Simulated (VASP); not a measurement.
An input for Quantum ESPRESSO's pw.x (written as the equivalent of a VASP run, and not itself run):

```
&CONTROL
  calculation = 'vc-relax'
  pseudo_dir = './pseudo'
  outdir = './out'
  tprnfor = .true.
  tstress = .true.
  nstep = 40
  forc_conv_thr = 0.00039
/
&SYSTEM
  ibrav = 0
  nat = 2
  ntyp = 2
  ecutwfc = 82
  occupations = 'smearing'
  smearing = 'methfessel-paxton'
  degauss = 0.00735
  input_dft = 'pbe'
/
&ELECTRONS
  conv_thr = 7.3e-09
  electron_maxstep = 100
/
&IONS
/
&CELL
  press = 20
/
ATOMIC_SPECIES
  Hf 178.490 Hf.upf
  C 12.011 C.upf
CELL_PARAMETERS angstrom
     0.0000000    2.3170346    2.3170346
     2.3170346    0.0000000    2.3170346
     2.3170346    2.3170346    0.0000000
ATOMIC_POSITIONS crystal
  Hf   0.0000000  0.0000000  0.0000000
  C    0.5000000  0.5000000  0.5000000
K_POINTS automatic
  12 12 12 0 0 0
```

Task: Write the VASP files for the same calculation (PBE).

Result: One answer among several that fit: 
### INCAR
```
! general
SYSTEM   =  HfC
PREC     =  Accurate
ENCUT    =  600
LREAL    =  .FALSE.
LASPH    =  .TRUE.

! electronic loop
EDIFF    =  1E-7
NELM     =  100
ALGO     =  Normal
LMAXMIX  =  6

! smearing
ISMEAR   =  1
SIGMA    =  0.1

! functional
GGA      =  PE

! ions
IBRION   =  2
NSW      =  40
ISIF     =  3
EDIFFG   =  -0.01
PSTRESS  =  20

! output
LWAVE    =  .FALSE.
LCHARG   =  .FALSE.
```

File POSCAR:
```
HfC
1
    0.0000000000     2.3170346371     2.3170346371
    2.3170346371     0.0000000000     2.3170346371
    2.3170346371     2.3170346371     0.0000000000
Hf C
1 1
Direct
  0.0000000000   0.0000000000   0.0000000000
  0.5000000000   0.5000000000   0.5000000000
```

KPOINTS:
```
K-points
0
G
  12 12 12
```

POTCAR, in this order: Hf_pv C (PBE.64 set). Program: vasp_std.

What does not carry over: the potentials are each code's own (VASP's PAW set, PseudoDojo norm-conserving files in pw.x), so ENCUT and ecutwfc are chosen apart and not converted; conv_thr bounds pw.x's estimated SCF error, while EDIFF bounds the energy change between steps; forc_conv_thr acts on force components and is met together with etot_conv_thr.

The compound is HfC in the rock salt structure. It was relaxed first under an external pressure of 2 GPa.
